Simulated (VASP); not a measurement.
```xyz
1
Lattice="-1.6551 1.6551 1.6551 1.6551 -1.6551 1.6551 1.6551 1.6551 -1.6551" Properties=species:S:1:pos:R:3 pbc="T T T"
Li     0.0000     0.0000     0.0000
```

Computed with revTPSS meta-GGA, VASP's PBE PAW potentials (set 64) (plane waves; VASP). Numerical set-up: 520 eV cut-off, 15×15×15 Γ-centred mesh, first-order Methfessel-Paxton smearing of 0.10 eV, potentials Li_sv.

Question: Predict the energy per atom (σ→0), pressure, band gap (on the k-mesh) with the smallest direct gap where there is one.

Answer: 
```json
{
  "band gap (on the k-mesh)": "none (metal, semimetal or under 0.01 eV)",
  "energy per atom (σ→0)": "-2.678 eV/atom",
  "pressure": "1.11 GPa"
}
```

The absolute energy has meaning only against runs of the same code, potentials and settings.

The compound is Li in the bcc structure. This cell is one point of a volume scan, at 0.94 of the reference volume.
